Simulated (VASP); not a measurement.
All values below come from PBEsol GGA, VASP's PBE PAW potentials (set 64) (plane waves; VASP).

VASP input:

**KPOINTS**
```
Automatic mesh
0
Gamma
12 12 12
0 0 0
```

File POSCAR:
```
Pm
1
   -3.0439274791     3.0439274791     1.7179904403
    3.0439274791    -3.0439274791     1.7179904403
    3.0439274791     3.0439274791    -1.7179904403
Pm
2
Direct
  0.7500000000   0.2500000000   0.5000000000
  1.0000000000   0.0000000000   0.0000000000
```

**INCAR**
```
SYSTEM = Pm
PREC = Accurate
ENCUT = 480
EDIFF = 1E-7
NELM = 100
ALGO = Normal
LREAL = .FALSE.
LASPH = .TRUE.
ISMEAR = 1
SIGMA = 0.1
GGA = PS
LMAXMIX = 6
LWAVE = .FALSE.
LCHARG = .FALSE.
ISIF = 3
IBRION = 2
NSW = 40
EDIFFG = -0.01
PSTRESS = 300
```

POTCAR, in this order: Pm_3 (PBE.64 set). Program: vasp_std.

What VASP printed:

**OSZICAR**
```
...
DAV:  10     0.745603567825E+01    0.12747E-04   -0.13231E-05  5748   0.331E-02    0.595E-01
DAV:  11     0.745603779982E+01    0.21216E-05   -0.23971E-06  5709   0.137E-02    0.131E-01
DAV:  12     0.745603799611E+01    0.19629E-06   -0.91055E-08  2907   0.290E-03    0.381E-02
DAV:  13     0.745603808850E+01    0.92385E-07   -0.21232E-08  2522   0.147E-03
   2 F= 0.11775244E+02 E0= 0.11775133E+02  d E =0.936872E+01
       N       E                     dE             d eps       ncg     rms          rms(c)
DAV:   1    -0.554344711138E+02   -0.62891E+02   -0.12590E+03  4911   0.300E+02    0.840E+01
DAV:   2    -0.195044534412E+02    0.35930E+02   -0.77071E+01  5191   0.606E+01    0.433E+01
DAV:   3    -0.843074616684E+01    0.11074E+02   -0.49022E+01  5632   0.502E+01    0.246E+01
DAV:   4    -0.857723195313E+01   -0.14649E+00   -0.14435E+00  6157   0.889E+00    0.243E+01
DAV:   5    -0.858241133209E+01   -0.51794E-02   -0.74981E-03  5779   0.668E-01    0.239E+01
DAV:   6    -0.864451520196E+01   -0.62104E-01   -0.12472E+00  5037   0.952E+00    0.170E+01
DAV:   7    -0.859576114507E+01    0.48754E-01   -0.85216E-02  5254   0.232E+00    0.160E+01
DAV:   8    -0.854009859714E+01    0.55663E-01   -0.26188E-02  5877   0.141E+00    0.132E+01
DAV:   9    -0.850548712978E+01    0.34611E-01   -0.15832E-02  6025   0.111E+00    0.991E+00
DAV:  10    -0.849756609139E+01    0.79210E-02   -0.21640E-03  6703   0.397E-01    0.849E+00
DAV:  11    -0.848004481305E+01    0.17521E-01   -0.18225E-02  5422   0.115E+00    0.407E+00
DAV:  12    -0.847515936468E+01    0.48854E-02   -0.54482E-03  6087   0.624E-01    0.182E+00
DAV:  13    -0.847437833068E+01    0.78103E-03   -0.49207E-04  6113   0.198E-01    0.110E+00
DAV:  14    -0.847395628128E+01    0.42205E-03   -0.53531E-04  5833   0.207E-01    0.320E-01
DAV:  15    -0.847392661187E+01    0.29669E-04   -0.71070E-05  6024   0.743E-02    0.455E-02
DAV:  16    -0.847392633220E+01    0.27967E-06   -0.17386E-06  6223   0.119E-02    0.456E-03
DAV:  17    -0.847392628113E+01    0.51074E-07   -0.23007E-08  3250   0.130E-03
   3 F= -.21479723E-01 E0= -.21464420E-01  d E =-.242800E+01
       N       E                     dE             d eps       ncg     rms          rms(c)
DAV:   1    -0.838468912691E+01    0.89237E-01   -0.10956E+00  4939   0.887E+00    0.175E+00
DAV:   2    -0.834717719079E+01    0.37512E-01   -0.69179E-02  5163   0.207E+00    0.572E-01
DAV:   3    -0.833663168120E+01    0.10546E-01   -0.28920E-02  5324   0.134E+00    0.196E-01
DAV:   4    -0.833650414930E+01    0.12753E-03   -0.14284E-03  6017   0.309E-01    0.176E-01
DAV:   5    -0.833654324370E+01   -0.39094E-04   -0.85956E-05  5366   0.708E-02    0.249E-02
DAV:   6    -0.833654469740E+01   -0.14537E-05   -0.53490E-06  6360   0.177E-02    0.888E-03
DAV:   7    -0.833654520354E+01   -0.50614E-06   -0.22915E-07  4192   0.402E-03    0.147E-03
DAV:   8    -0.833654515828E+01    0.45261E-07   -0.20845E-08  2683   0.138E-03
   4 F= -.46832148E-01 E0= -.46738100E-01  d E =-.245335E+01
       N       E                     dE             d eps       ncg     rms          rms(c)
DAV:   1    -0.822193761553E+01    0.11461E+00   -0.19707E+00  4953   0.119E+01    0.239E+00
DAV:   2    -0.815453949390E+01    0.67398E-01   -0.12341E-01  5205   0.278E+00    0.790E-01
DAV:   3    -0.813555098937E+01    0.18989E-01   -0.52453E-02  5317   0.181E+00    0.266E-01
DAV:   4    -0.813536590117E+01    0.18509E-03   -0.24493E-03  5996   0.405E-01    0.226E-01
DAV:   5    -0.813542981362E+01   -0.63912E-04   -0.15770E-04  5387   0.973E-02    0.319E-02
DAV:   6    -0.813543109549E+01   -0.12819E-05   -0.10087E-05  6206   0.246E-02    0.122E-02
DAV:   7    -0.813543182660E+01   -0.73111E-06   -0.71291E-07  5576   0.672E-03    0.208E-03
DAV:   8    -0.813543176205E+01    0.64549E-07   -0.19338E-08  2718   0.114E-03
   5 F= -.59537210E-01 E0= -.59352654E-01  d E =-.246606E+01
       N       E                     dE             d eps       ncg     rms          rms(c)
DAV:   1    -0.832162309848E+01   -0.18619E+00   -0.87254E+00  4939   0.226E+01    0.248E+00
DAV:   2    -0.817851825481E+01    0.14310E+00   -0.35513E-01  6199   0.411E+00    0.124E+00
DAV:   3    -0.813083493561E+01    0.47683E-01   -0.12662E-01  6157   0.234E+00    0.102E+00
DAV:   4    -0.813080928077E+01    0.25655E-04   -0.48530E-03  5338   0.526E-01    0.344E-01
DAV:   5    -0.813063563644E+01    0.17364E-03   -0.48789E-04  6472   0.146E-01    0.251E-02
DAV:   6    -0.813063467837E+01    0.95807E-06   -0.34776E-05  5436   0.420E-02    0.141E-02
DAV:   7    -0.813063447346E+01    0.20490E-06   -0.80448E-07  6171   0.778E-03    0.543E-03
DAV:   8    -0.813063439027E+01    0.83195E-07   -0.93563E-08  2984   0.259E-03
   6 F= -.99977717E-01 E0= -.10012385E+00  d E =-.404405E-01
       N       E                     dE             d eps       ncg     rms          rms(c)
DAV:   1    -0.813404800060E+01   -0.34135E-02   -0.73480E-01  4960   0.659E+00    0.763E-01
DAV:   2    -0.812238616454E+01    0.11662E-01   -0.28904E-02  6220   0.120E+00    0.326E-01
DAV:   3    -0.811806563794E+01    0.43205E-02   -0.11983E-02  6143   0.727E-01    0.252E-01
DAV:   4    -0.811810066346E+01   -0.35026E-04   -0.42837E-04  5240   0.156E-01    0.993E-02
DAV:   5    -0.811808394438E+01    0.16719E-04   -0.47412E-05  6556   0.463E-02    0.632E-03
DAV:   6    -0.811808385263E+01    0.91742E-07   -0.36330E-06  5513   0.136E-02    0.400E-03
DAV:   7    -0.811808387842E+01   -0.25790E-07   -0.85411E-08  3796   0.254E-03
   7 F= -.10258416E+00 E0= -.10287832E+00  d E =-.430469E-01
       N       E                     dE             d eps       ncg     rms          rms(c)
DAV:   1    -0.811683006510E+01    0.12538E-02   -0.56846E-03  4967   0.584E-01    0.683E-02
DAV:   2    -0.811674027424E+01    0.89791E-04   -0.22224E-04  6227   0.106E-01    0.284E-02
DAV:   3    -0.811670619069E+01    0.34084E-04   -0.95750E-05  6157   0.652E-02    0.214E-02
DAV:   4    -0.811670661305E+01   -0.42236E-06   -0.33924E-06  5219   0.138E-02    0.873E-03
DAV:   5    -0.811670654862E+01    0.64432E-07   -0.38484E-07  5028   0.421E-03
   8 F= -.10258225E+00 E0= -.10289142E+00  d E =-.430450E-01
       N       E                     dE             d eps       ncg     rms          rms(c)
DAV:   1    -0.823364008980E+01   -0.11693E+00   -0.44943E-01  4911   0.567E+00    0.118E+00
DAV:   2    -0.821844531433E+01    0.15195E-01   -0.28456E-02  5107   0.131E+00    0.377E-01
DAV:   3    -0.821421779668E+01    0.42275E-02   -0.11865E-02  5492   0.847E-01    0.152E-01
DAV:   4    -0.821416137950E+01    0.56417E-04   -0.55849E-04  5968   0.192E-01    0.128E-01
DAV:   5    -0.821415631816E+01    0.50613E-05   -0.30149E-05  5534   0.410E-02    0.145E-02
DAV:   6    -0.821415539504E+01    0.92312E-06   -0.15526E-06  6157   0.944E-03    0.497E-03
DAV:   7    -0.821415510859E+01    0.28644E-06   -0.84486E-08  3180   0.238E-03    0.880E-04
DAV:   8    -0.821415513375E+01   -0.25155E-07   -0.78234E-09  2592   0.848E-04
   9 F= -.10179217E+00 E0= -.10206032E+00  d E =0.790079E-03
       N       E                     dE             d eps       ncg     rms          rms(c)
DAV:   1    -0.816084758858E+01    0.53308E-01   -0.17984E-01  4918   0.359E+00    0.754E-01
DAV:   2    -0.815473839452E+01    0.61092E-02   -0.11346E-02  5107   0.831E-01    0.239E-01
DAV:   3    -0.815303957367E+01    0.16988E-02   -0.47669E-03  5492   0.538E-01    0.934E-02
DAV:   4    -0.815302546391E+01    0.14110E-04   -0.22266E-04  5961   0.121E-01    0.776E-02
DAV:   5    -0.815303662981E+01   -0.11166E-04   -0.12534E-05  5520   0.269E-02    0.873E-03
DAV:   6    -0.815303718220E+01   -0.55239E-06   -0.72411E-07  6094   0.652E-03    0.295E-03
DAV:   7    -0.815303736263E+01   -0.18043E-06   -0.37763E-08  2865   0.162E-03    0.556E-04
DAV:   8    -0.815303734970E+01    0.12935E-07   -0.38553E-09  2571   0.596E-04
  10 F= -.10298656E+00 E0= -.10328874E+00  d E =-.404311E-03
```

### OUTCAR
```
------------------------ aborting loop because EDIFF is reached ----------------------------------------
  FORCE on cell =-STRESS in cart. coord.  units (eV):
  Direction    XX          YY          ZZ          XY          YZ          ZX
  --------------------------------------------------------------------------------------
  Total        8.0640117      8.0640117      8.0377953      0.0000000      0.0000000      0.0000000
  in kB      300.5202785    300.5202785    299.5432750      0.0000000      0.0000000      0.0000000
  external PRESSURE =       0.1946106 kB  Pullay stress =     300.0000000 kB
  volume of cell :       42.99
      direct lattice vectors                 reciprocal lattice vectors
    -2.619384162  2.619384162  1.566496981     0.000000000  0.190884563  0.319183507
     2.619384162 -2.619384162  1.566496981     0.190884563  0.000000000  0.319183507
     2.619384162  2.619384162 -1.566496981     0.190884563  0.190884563  0.000000000
 POSITION                                       TOTAL-FORCE (eV/Angst)
 -----------------------------------------------------------------------------------
      0.00000      2.61938      0.78325        -0.000000      0.000000     -0.000000
      2.61938      2.61938     -1.56650         0.000000     -0.000000      0.000000
 -----------------------------------------------------------------------------------
    total drift:                               -0.000000      0.000000     -0.000000
  FREE ENERGIE OF THE ION-ELECTRON SYSTEM (eV)
  ---------------------------------------------------
  free  energy   TOTEN  =        -8.1530373497 eV

  energy  without entropy=       -8.1539438828  energy(sigma->0) =       -8.15333953
  enthalpy is  TOTEN    =        -0.1029865581 eV   P V=        8.0500507916

 reached required accuracy - stopping structural energy minimisation
```
(Selected blocks of OUTCAR.)

CONTCAR:
```
Pm
   1.00000000000000
    -2.6193841621495944    2.6193841621495944    1.5664969814709639
     2.6193841621495944   -2.6193841621495944    1.5664969814709639
     2.6193841621495944    2.6193841621495944   -1.5664969814709639
  Pm
     2
Direct
     0.7500000000000000    0.2500000000000000    0.5000000000000000
     0.0000000000000000    0.0000000000000000    1.0000000000000000
```

The 4f electrons are frozen in the core of the lanthanide potential, so 4f levels, which can set the real gap, and their magnetism are missing. Energy and stress use the plane-wave basis of the starting cell.

The structure was generated: Pm was put into the beta-Sn type (I4_1/amd), which need not be its known phase. This run relaxes it under an external pressure of 30 GPa. Symmetry was kept, so distortions that lower it aren't found.
